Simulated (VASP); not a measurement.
The input files of a VASP run:

**KPOINTS**
```
Automatic mesh
0
Gamma
5 5 4
0 0 0
```

### INCAR
```
SYSTEM=PbO
PREC=Accurate; ENCUT=580; LREAL=.False.
LASPH=.True.
EDIFF=1E-6; NELM=100; ALGO=Normal
LMAXMIX=4
ISMEAR=0; SIGMA=0.05
IBRION=2; NSW=60; ISIF=3
EDIFFG=-0.02
LWAVE=.False.; LCHARG=.False.
```

POSCAR:
```
PbO
1
    3.9312234528     0.0000000000     0.0000000000
    0.0000000000     3.9312234528     0.0000000000
    0.0000000000     0.0000000000     4.9746993751
Pb O
2 2
Direct
  0.5000000000   0.0000000000   0.7617031052
  1.0000000000   0.5000000000   0.2382968948
  0.5000000000   0.5000000000   1.0000000000
  1.0000000000   0.0000000000   1.0000000000
```

POTCAR, in this order: Pb_d O (LDA.64 set). Program: vasp_std.

Problem. Translate this LDA calculation to Quantum ESPRESSO's pw.x.

Solution. One equivalent input (not run):
```
&CONTROL
  calculation = 'vc-relax'
  pseudo_dir = './pseudo'
  outdir = './out'
  tprnfor = .true.
  tstress = .true.
  nstep = 60
  forc_conv_thr = 0.00078
/
&SYSTEM
  ibrav = 0
  nat = 4
  ntyp = 2
  ecutwfc = 84
  occupations = 'smearing'
  smearing = 'gaussian'
  degauss = 0.003675
  input_dft = 'pz'
/
&ELECTRONS
  conv_thr = 7.3e-08
  electron_maxstep = 100
/
&IONS
/
&CELL
/
ATOMIC_SPECIES
  Pb 207.200 Pb.upf
  O 15.999 O.upf
CELL_PARAMETERS angstrom
     3.9312235    0.0000000    0.0000000
     0.0000000    3.9312235    0.0000000
     0.0000000    0.0000000    4.9746994
ATOMIC_POSITIONS crystal
  Pb   0.5000000  0.0000000  0.7617031
  Pb   1.0000000  0.5000000  0.2382969
  O    0.5000000  0.5000000  1.0000000
  O    1.0000000  0.0000000  1.0000000
K_POINTS automatic
  5 5 4 0 0 0
```
What does not carry over: the potentials are each code's own (VASP's PAW set, PseudoDojo norm-conserving files in pw.x), so ENCUT and ecutwfc are chosen apart and not converted; conv_thr bounds pw.x's estimated SCF error, while EDIFF bounds the energy change between steps; forc_conv_thr acts on force components and is met together with etot_conv_thr.

The compound is PbO in the litharge structure. This run relaxes it. Symmetry was kept, so distortions that lower it aren't found. The start is the result of an earlier pass.
